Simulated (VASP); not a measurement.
Here is a VASP 6.6.1 calculation.

The input INCAR:

```
PREC = Accurate ; ENCUT = 520
EDIFF = 1E-7 ; ISMEAR = -1
SIGMA = 0.05 ; LREAL = F
LASPH = T ; NELM = 80
ALGO = Fast ; ISIF = 2
LWAVE = F ; LCHARG = T
GGA = RE ; LELF = T
LVHAR = T ; NBANDS = 30
```

The input KPOINTS:

```
Automatic mesh
0
Gamma
  4 3 2
```

File POSCAR:

```
Sb5P3
1.0
    0.0000000000      3.4326180000      0.0000000000
    0.0000000000      0.0000000000      5.7802740000
    8.4544530000      1.7163090000     -2.8901370000
Sb P
5 3
Direct
    0.1017658540      0.9752360022      0.7938067667
    0.9056577709      0.1845022829      0.2046798297
    0.4974004106      0.5435954395      0.0063102841
    0.7693838265      0.9389432226      0.4476532071
    0.2306706462      0.4865386668      0.5495856444
    0.6733112261      0.7634554341      0.6465460273
    0.3222576683      0.1028261786      0.3447080491
   -0.0147477237      0.2733872473      0.0007436318
```

Potentials or basis: VASP PAW PBE potentials, release 64 (Sb, P).

Run with:

```bash
$ cat potpaw_PBE.64/Sb/POTCAR potpaw_PBE.64/P/POTCAR > POTCAR
$ mpirun -np 1 vasp_std > vasp.out
```

Q: What does it give for the pressure?

A: 56.7 GPa.

Q: Estimate the band gap on the k mesh.

A: None (metal or under the smearing width).

Q: Predict the largest force.

A: 5.814 eV/Å.

Stress tensor (GPa, compression positive):
```
61.75  0.28 -2.35
 0.28 57.97 -2.10
-2.35 -2.10 50.29
```

Caveat: the k mesh is coarse (spacing up to 0.47 Å⁻¹), so the values aren't converged; a pressure of tens of GPa on the cell as given is suspect, and the run, the potentials or the cell itself is likely at fault; the PAW data sets were made with another functional, which shifts forces and pressure a little. The run has no spin-orbit coupling, so splittings on Sb are missing.
